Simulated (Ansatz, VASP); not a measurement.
# Pb2SeO: VASP beside Ansatz, part 2 of 3

Aim: how closely do two programs agree when they are given the same cell, functional and k mesh? The cell is generated by rule, not measured, and may not be a known phase. The cell is taken from a series of runs on this material, whose earlier steps may have relaxed, scaled, displaced or heated it; both programs get it as it stands.

VASP 6.6.1 and Ansatz 0.2.0.

So far: Starting point; Ansatz: zone-centre phonons, PBEsol.

## 3. VASP: zone-centre phonons, PBEsol

Level of this step: PBEsol; plane waves and PAW (Pb_d, Se, O); invented cell (VASP).

The same cell, functional and mesh now go to VASP, with its own data sets.

Lines of VASP's logs that name or quote its potential files are left out, and so is its time.

Contents of INCAR:

```
SYSTEM = Pb2SeO
PREC = Accurate
ENCUT = 600
EDIFF = 1E-08
NELM = 120
ISMEAR = 0
SIGMA = 0.01
LREAL = .FALSE.
ALGO = Normal
GGA = PS
NBANDS = 26
LORBIT = 11
LWAVE = .FALSE.
LCHARG = .FALSE.
ISIF = 2
IBRION = 8
LEPSILON = .TRUE.
LASPH = .TRUE.
GGA_COMPAT = .FALSE.
EFERMI = MIDGAP
KPAR = 2
```

Contents of POSCAR:

```
Pb2SeO
1.0
    4.0278599129      0.0000000000      0.0024927234
    0.0000000000      3.9364210371      0.0000000000
   -1.1601282659      0.0000000000      6.2436650739
Pb Se O
2 1 1
Direct
    0.3433499165      0.0000000000      0.7901852163
    0.6856173895      0.5000000000      0.3665483060
    0.0505602839      0.0000000000      0.1693023530
    0.0649662608      0.5000000000      0.6739641248
```

Contents of KPOINTS:

```
Automatic mesh
0
Gamma
6 6 4
0 0 0
```

Potentials, in the order of the species: Pb_d, Se and O (PBE family, release 64).

Started as:

```bash
mpirun -np 2 vasp_std
```

The log of the run:

```text
[banner, memory and clock lines left out]
running    2 mpi-ranks, on    1 nodes
 distrk:  each k-point on    1 cores,    2 groups
 distr:  one band on    1 cores,    1 groups

 POSCAR found type information on POSCAR PbSeO
 POSCAR found :  3 types and       4 ions
|                                                                             |
|               ----> ADVICE to this user running VASP <----                  |
|                                                                             |
|     You enforced a specific xc type in the INCAR file but a different       |
|     [... a line on the potential file left out ...]
|     I HOPE YOU KNOW WHAT YOU ARE DOING!                                     |
|                                                                             |

 LDA part: xc-table for (Slater+PW92), standard interpolation
 POSCAR, INCAR and KPOINTS ok, starting setup
 FFT: planning ... GRIDC
 FFT: planning ... GRID_SOFT
 FFT: planning ... GRID
 WAVECAR not read
 entering main loop
       N       E                     dE             d eps       ncg     rms          rms(c)
DAV:   1     0.452605047663E+03    0.45261E+03   -0.21116E+04  2912   0.189E+03
DAV:   2     0.365315038207E+02   -0.41607E+03   -0.40618E+03  2930   0.461E+02
DAV:   3    -0.196855343517E+02   -0.56217E+02   -0.54847E+02  4042   0.182E+02
DAV:   4    -0.222057353115E+02   -0.25202E+01   -0.25084E+01  3394   0.393E+01
DAV:   5    -0.222774589855E+02   -0.71724E-01   -0.71675E-01  3600   0.694E+00    0.901E+00
DAV:   6    -0.199447052066E+02    0.23328E+01   -0.13651E+01  4332   0.293E+01    0.543E+00
DAV:   7    -0.196650707341E+02    0.27963E+00   -0.31739E+00  3532   0.115E+01    0.221E+00
DAV:   8    -0.196544150380E+02    0.10656E-01   -0.52030E-01  3104   0.426E+00    0.931E-01
DAV:   9    -0.196446232336E+02    0.97918E-02   -0.62239E-02  4082   0.214E+00    0.389E-01
DAV:  10    -0.196445529681E+02    0.70265E-04   -0.17767E-02  3792   0.104E+00    0.844E-02
DAV:  11    -0.196447885842E+02   -0.23562E-03   -0.14480E-03  3714   0.255E-01    0.437E-02
DAV:  12    -0.196448361068E+02   -0.47523E-04   -0.11387E-04  3354   0.743E-02    0.650E-03
DAV:  13    -0.196448371098E+02   -0.10031E-05   -0.94253E-06  4060   0.261E-02    0.563E-03
DAV:  14    -0.196448372933E+02   -0.18343E-06   -0.31372E-06  3654   0.136E-02    0.281E-03
DAV:  15    -0.196448372174E+02    0.75861E-07   -0.65474E-07  4334   0.671E-03    0.854E-04
DAV:  16    -0.196448372180E+02   -0.64392E-09   -0.12453E-07  3168   0.215E-03    0.281E-04
DAV:  17    -0.196448372161E+02    0.19791E-08   -0.92583E-09  2134   0.719E-04
   1 F= -.19644837E+02 E0= -.19644837E+02  d E =0.000000E+00
 Linear response reoptimize wavefunctions to high precision
DAV:   1    -0.196448372216E+02   -0.55848E-08   -0.16417E-09  1760   0.489E-04
DAV:   2    -0.196448372217E+02   -0.27285E-10   -0.39758E-10  1492   0.201E-04
 Linear response G [H, r] |phi>, progress :
  Direction:   1
       N       E                     dE             d eps       ncg     rms
 LRF_COMMUTATOR internal error: the vector H(1)-e(1) S(1) |phi(0)> is not orthog
 onal to |phi(0)> (-1.115223033624213E-004,7.195979923046991E-014)
 LRF_COMMUTATOR internal error: the vector H(1)-e(1) S(1) |phi(0)> is not orthog
 onal to |phi(0)> (1.028528947467910E-004,-3.172115348171189E-014)
 LRF_COMMUTATOR internal error: the vector H(1)-e(1) S(1) |phi(0)> is not orthog
 onal to |phi(0)> (-1.147613007700232E-004,8.530329220768351E-014)
 LRF_COMMUTATOR internal error: the vector H(1)-e(1) S(1) |phi(0)> is not orthog
 onal to |phi(0)> (1.043067864357483E-004,-1.776703784095446E-014)
 LRF_COMMUTATOR internal error: the vector H(1)-e(1) S(1) |phi(0)> is not orthog
 onal to |phi(0)> (-1.311079299469442E-004,8.989337052511814E-015)
 LRF_COMMUTATOR internal error: the vector H(1)-e(1) S(1) |phi(0)> is not orthog
 onal to |phi(0)> (-1.065038137638696E-004,-1.195224474948020E-014)
 LRF_COMMUTATOR internal error: the vector H(1)-e(1) S(1) |phi(0)> is not orthog
 onal to |phi(0)> (1.175939512401136E-004,-5.280498260873401E-015)
 LRF_COMMUTATOR internal error: the vector H(1)-e(1) S(1) |phi(0)> is not orthog
 onal to |phi(0)> (-1.064688016789717E-004,1.488739687083296E-014)
RMM:   1    -0.155503484761E+03   -0.15550E+03    0.33395E+02  4391   0.164E+02
 LRF_COMMUTATOR internal error: the vector H(1)-e(1) S(1) |phi(0)> is not orthog
 onal to |phi(0)> (-1.115223033624213E-004,7.195979923046991E-014)
 LRF_COMMUTATOR internal error: the vector H(1)-e(1) S(1) |phi(0)> is not orthog
 onal to |phi(0)> (1.028528947467910E-004,-3.172115348171189E-014)
 LRF_COMMUTATOR internal error: the vector H(1)-e(1) S(1) |phi(0)> is not orthog
 onal to |phi(0)> (-1.147613007700232E-004,8.530329220768351E-014)
 LRF_COMMUTATOR internal error: the vector H(1)-e(1) S(1) |phi(0)> is not orthog
 onal to |phi(0)> (1.043067864357483E-004,-1.776703784095446E-014)
[...]
RMM:  13    -0.348979593968E+00   -0.34989E-07    0.13287E-09  5360   0.134E-04    0.295E-06
RMM:  14    -0.348979597733E+00   -0.37644E-08    0.22334E-09  5360   0.669E-05    0.117E-06
 first order change of Fermi-energy  -0.26657E+00
 force on displaced ion       2 direction 3 :  -1.550   0.000  -7.461
 Born effective charge ion    2 direction 3 :   0.291   0.000   2.958
 Linear response progress:
  Degree of freedom:   7/ 12
[...]
Linear response progress:
  Degree of freedom:   9/ 12
       N       E                     dE             d eps       ncg     rms          rms(c)
RMM:   1    -0.967949777521E-01   -0.96795E-01    0.51926E-02  6131   0.107E+00
RMM:   2    -0.957607379527E-01    0.10342E-02   -0.15152E-03  4393   0.359E-01    0.786E-02
RMM:   3    -0.960757977477E-01   -0.31506E-03   -0.73536E-04  4661   0.162E-01    0.285E-02
RMM:   4    -0.962656002881E-01   -0.18980E-03   -0.16129E-04  5071   0.671E-02    0.101E-02
RMM:   5    -0.962779200762E-01   -0.12320E-04   -0.12833E-05  5044   0.314E-02    0.602E-03
RMM:   6    -0.962729691376E-01    0.49509E-05   -0.33463E-06  5038   0.125E-02    0.281E-03
RMM:   7    -0.962737384205E-01   -0.76928E-06   -0.51322E-07  5130   0.487E-03    0.121E-03
RMM:   8    -0.962774257765E-01   -0.36874E-05    0.46332E-08  4467   0.301E-03    0.453E-04
RMM:   9    -0.962756376174E-01    0.17882E-05   -0.20364E-07  4642   0.160E-03    0.906E-05
RMM:  10    -0.962757225080E-01   -0.84891E-07   -0.75768E-08  4971   0.623E-04    0.495E-05
RMM:  11    -0.962758442283E-01   -0.12172E-06   -0.52910E-08  4844   0.318E-04    0.135E-05
RMM:  12    -0.962757741256E-01    0.70103E-07   -0.47453E-09  4971   0.131E-04    0.781E-06
RMM:  13    -0.962757408369E-01    0.33289E-07   -0.25812E-08  5022   0.617E-05    0.300E-06
RMM:  14    -0.962757489335E-01   -0.80965E-08   -0.18128E-08  5028   0.272E-05    0.679E-07
 first order change of Fermi-energy   0.47694E+00
 force on displaced ion       3 direction 3 :   1.964   0.000  -4.010
 Born effective charge ion    3 direction 3 :   0.982   0.000  -2.847
 Linear response progress:
  Degree of freedom:  10/ 12
       N       E                     dE             d eps       ncg     rms          rms(c)
RMM:   1    -0.372295757030E+00   -0.37230E+00    0.42151E-01  6091   0.306E+00
RMM:   2    -0.365375186342E+00    0.69206E-02   -0.12072E-02  4249   0.755E-01    0.981E-02
RMM:   3    -0.366348774696E+00   -0.97359E-03   -0.17985E-03  4921   0.289E-01    0.559E-02
RMM:   4    -0.367509670758E+00   -0.11609E-02   -0.58013E-04  4436   0.144E-01    0.170E-02
RMM:   5    -0.367582961186E+00   -0.73290E-04   -0.72983E-05  5105   0.653E-02    0.860E-03
RMM:   6    -0.367437579183E+00    0.14538E-03   -0.10368E-05  4287   0.294E-02    0.243E-03
RMM:   7    -0.367481539464E+00   -0.43960E-04   -0.25589E-06  5020   0.125E-02    0.102E-03
RMM:   8    -0.367481517006E+00    0.22458E-07   -0.80239E-07  4625   0.571E-03    0.276E-04
RMM:   9    -0.367480006930E+00    0.15101E-05   -0.11874E-07  4970   0.219E-03    0.165E-04
RMM:  10    -0.367482345288E+00   -0.23384E-05   -0.63831E-08  4987   0.893E-04    0.492E-05
RMM:  11    -0.367481902651E+00    0.44264E-06   -0.13745E-08  5305   0.340E-04    0.184E-05
RMM:  12    -0.367481940362E+00   -0.37710E-07   -0.40044E-09  5213   0.124E-04    0.678E-06
RMM:  13    -0.367481941394E+00   -0.10325E-08   -0.33484E-09  5138   0.512E-05    0.207E-06
 first order change of Fermi-energy  -0.19486E+00
 force on displaced ion       4 direction 1 :  -3.715   0.000  -3.819
 Born effective charge ion    4 direction 1 :  -2.204   0.000  -1.162
 Linear response progress:
  Degree of freedom:  11/ 12
       N       E                     dE             d eps       ncg     rms          rms(c)
RMM:   1    -0.368245573528E+00   -0.36825E+00    0.47651E-01  8709   0.317E+00
RMM:   2    -0.362726730880E+00    0.55188E-02   -0.91227E-03  5638   0.727E-01    0.104E-01
RMM:   3    -0.363814849974E+00   -0.10881E-02   -0.22020E-03  6715   0.315E-01    0.584E-02
RMM:   4    -0.365083258195E+00   -0.12684E-02   -0.56996E-04  5957   0.151E-01    0.140E-02
RMM:   5    -0.364957523342E+00    0.12573E-03   -0.68759E-05  7115   0.612E-02    0.586E-03
RMM:   6    -0.364899899247E+00    0.57624E-04   -0.10910E-05  6763   0.216E-02    0.133E-03
RMM:   7    -0.364910170128E+00   -0.10271E-04   -0.20896E-06  7282   0.864E-03    0.842E-04
RMM:   8    -0.364910279769E+00   -0.10964E-06   -0.21186E-07  6916   0.302E-03    0.295E-04
RMM:   9    -0.364906293039E+00    0.39867E-05   -0.45697E-08  7073   0.131E-03    0.131E-04
RMM:  10    -0.364908802938E+00   -0.25099E-05   -0.12150E-08  6963   0.488E-04    0.380E-05
RMM:  11    -0.364908349996E+00    0.45294E-06   -0.31113E-09  7053   0.188E-04    0.125E-05
RMM:  12    -0.364908511039E+00   -0.16104E-06   -0.11142E-09  7190   0.714E-05    0.338E-06
RMM:  13    -0.364908463032E+00    0.48007E-07    0.35623E-09  7160   0.272E-05    0.823E-07
RMM:  14    -0.364908475340E+00   -0.12308E-07   -0.65934E-10  6668   0.120E-05    0.341E-07
RMM:  15    -0.364908469201E+00    0.61383E-08    0.10795E-09  5119   0.540E-06    0.124E-07
 first order change of Fermi-energy   0.43245E-03
 force on displaced ion       4 direction 2 :   0.011  -3.455   0.005
 Born effective charge ion    4 direction 2 :   0.005  -3.150   0.002
 Linear response progress:
  Degree of freedom:  12/ 12
       N       E                     dE             d eps       ncg     rms          rms(c)
RMM:   1    -0.377181658561E+00   -0.37718E+00    0.46378E-01  6065   0.323E+00
RMM:   2    -0.371710373713E+00    0.54713E-02   -0.98424E-03  4228   0.724E-01    0.101E-01
RMM:   3    -0.372582946279E+00   -0.87257E-03   -0.19493E-03  4931   0.303E-01    0.565E-02
RMM:   4    -0.373696320458E+00   -0.11134E-02   -0.68577E-04  4560   0.153E-01    0.137E-02
RMM:   5    -0.373667414731E+00    0.28906E-04   -0.80976E-05  5035   0.695E-02    0.861E-03
RMM:   6    -0.373621523616E+00    0.45891E-04   -0.15031E-05  4947   0.257E-02    0.285E-03
RMM:   7    -0.373646964972E+00   -0.25441E-04   -0.37950E-06  5135   0.118E-02    0.119E-03
RMM:   8    -0.373639674177E+00    0.72908E-05   -0.41532E-07  4575   0.443E-03    0.321E-04
RMM:   9    -0.373636927967E+00    0.27462E-05   -0.26431E-08  5201   0.188E-03    0.165E-04
RMM:  10    -0.373639076676E+00   -0.21487E-05   -0.37497E-08  4817   0.782E-04    0.511E-05
RMM:  11    -0.373638804085E+00    0.27259E-06   -0.63444E-08  5310   0.346E-04    0.188E-05
RMM:  12    -0.373638739939E+00    0.64147E-07   -0.26118E-08  5196   0.118E-04    0.603E-06
RMM:  13    -0.373638778413E+00   -0.38475E-07   -0.57156E-09  5441   0.480E-05    0.197E-06
RMM:  14    -0.373638777420E+00    0.99333E-09    0.27194E-09  5279   0.188E-05    0.779E-07
 first order change of Fermi-energy  -0.50046E+00
 force on displaced ion       4 direction 3 :  -3.826   0.000  -6.542
 Born effective charge ion    4 direction 3 :  -0.858   0.000  -3.342
 Born effective charges drift removed
 Linear response finished
```

[end of part 2 of 3]

[Lines on the potential files, build, host, timing and source positions are cut from VASP's logs without a mark.]

[Logs are printed without paths, hosts, clocks, repeated set-up lines and the standing remarks that a program may print on its own settings, such as how far it seeks lower states.]

[Hosts, paths, dates, database ids (printed as entryN), source tags and the programs' standing remarks are cut or masked in the printed files.]
